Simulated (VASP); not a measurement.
Calculation: optB86b-vdW, VASP's PBE PAW potentials (set 64) (plane waves; VASP).

Input for VASP

### POSCAR
```
GaP
1
   -0.0000000000     2.7357839664     2.7357839664
    2.7357839664     0.0000000000     2.7357839664
    2.7357839664     2.7357839664     0.0000000000
Ga P
1 1
Direct
  0.0000000000   0.0000000000   0.0000000000
  0.2500000000   0.2500000000   0.2500000000
```

INCAR:
```
# general
SYSTEM   = GaP
PREC     = Accurate
ENCUT    = 520   # plane-wave cut-off (eV)
LREAL    = .False.   # projection in real space or not
LASPH    = .True.   # aspherical one-centre terms
ICHARG   = 11   # fixed density

# electronic loop
EDIFF    = 1E-7
NELM     = 100
ALGO     = Normal   # blocked Davidson
LMAXMIX  = 4   # l cut-off of mixed one-centre charges

# smearing
ISMEAR   = 0   # Gaussian
SIGMA    = 0.05

# functional
GGA      = MK
LUSE_VDW = .True.
AGGAC    = 0.0
PARAM1   = 0.1234
PARAM2   = 1.0

# output
LWAVE    = .False.
LCHARG   = .False.
LORBIT   = 11
```

**KPOINTS**
```
k-points along high-symmetry lines
15
Line-mode
Reciprocal
  0.000000   0.000000   0.000000 ! GAMMA
 -0.500000  -0.500000   0.000000 ! X

 -0.500000  -0.500000   0.000000 ! X
 -0.375000  -0.375000   0.250000 ! U

 -0.375000  -0.000000   0.375000 ! K
  0.000000   0.000000   0.000000 ! GAMMA

  0.000000   0.000000   0.000000 ! GAMMA
 -0.000000   0.000000   0.500000 ! L

 -0.000000   0.000000   0.500000 ! L
 -0.500000  -0.250000   0.250000 ! W

 -0.500000  -0.250000   0.250000 ! W
 -0.500000  -0.500000   0.000000 ! X
```

POTCAR, in this order: Ga_d P (PBE.64 set). Program: vasp_std. Read from the step before: CHGCAR.

The run wrote:

### OSZICAR
```
       N       E                     dE             d eps       ncg     rms          rms(c)
DAV:   1     0.842991339040E+02    0.84299E+02   -0.94575E+03  2372   0.200E+03
DAV:   2     0.336570957727E+01   -0.80933E+02   -0.77803E+02  2540   0.331E+02
DAV:   3    -0.292235398285E+01   -0.62881E+01   -0.60642E+01  2905   0.745E+01
DAV:   4    -0.304239064739E+01   -0.12004E+00   -0.11991E+00  2934   0.110E+01
DAV:   5    -0.304496069187E+01   -0.25700E-02   -0.25699E-02  2904   0.137E+00
DAV:   6    -0.304508365139E+01   -0.12296E-03   -0.12296E-03  3406   0.267E-01
DAV:   7    -0.304508460857E+01   -0.95718E-06   -0.95745E-06  2993   0.220E-02
DAV:   8    -0.304508462241E+01   -0.13844E-07   -0.13827E-07  2450   0.308E-03
   1 F= -.30450846E+01 E0= -.30450846E+01  d E =-.200812E-12
```

OUTCAR:
```
 val. band max:        4.4643292950   @ k =   0.0000   0.0000   0.0000

 cond. band min:       6.0502492231   @ k =  -0.4286  -0.4286   0.0000



 k-point     1 :       0.0000    0.0000    0.0000
  band No.  band energies     occupation
      1     -10.1344      2.00000
      2     -10.1344      2.00000
      3     -10.1344      2.00000
      4     -10.0392      2.00000
      5     -10.0392      2.00000
      6      -7.9422      2.00000
      7       4.4643      2.00000
      8       4.4643      2.00000
      9       4.4643      2.00000
     10       6.1404      0.00000
     11       8.3346      0.00000
     12       8.3346      0.00000
     13       8.3346      0.00000

 k-point     2 :      -0.0357   -0.0357    0.0000
  band No.  band energies     occupation
      1     -10.1362      2.00000
      2     -10.1336      2.00000
      3     -10.1336      2.00000
      4     -10.0395      2.00000
      5     -10.0389      2.00000
      6      -7.9203      2.00000
      7       4.2421      2.00000
      8       4.3992      2.00000
      9       4.3992      2.00000
     10       6.3541      0.00000
     11       8.2712      0.00000
     12       8.4238      0.00000
     13       8.4238      0.00000

 k-point     3 :      -0.0714   -0.0714    0.0000
  band No.  band energies     occupation
      1     -10.1416      2.00000
      2     -10.1314      2.00000
      3     -10.1314      2.00000
      4     -10.0404      2.00000
      5     -10.0381      2.00000
      6      -7.8549      2.00000
      7       3.7578      2.00000
      8       4.2214      2.00000
      9       4.2214      2.00000
     10       6.8015      0.00000
     11       8.1057      0.00000
     12       8.6740      0.00000
     13       8.6740      0.00000

 k-point     4 :      -0.1071   -0.1071    0.0000
  band No.  band energies     occupation
      1     -10.1499      2.00000
      2     -10.1279      2.00000
      3     -10.1279      2.00000
      4     -10.0420      2.00000
...
```

The density is held fixed in this step, so its total energy and stress have no physical meaning.

The compound is GaP in the zinc blende structure. It was relaxed first.
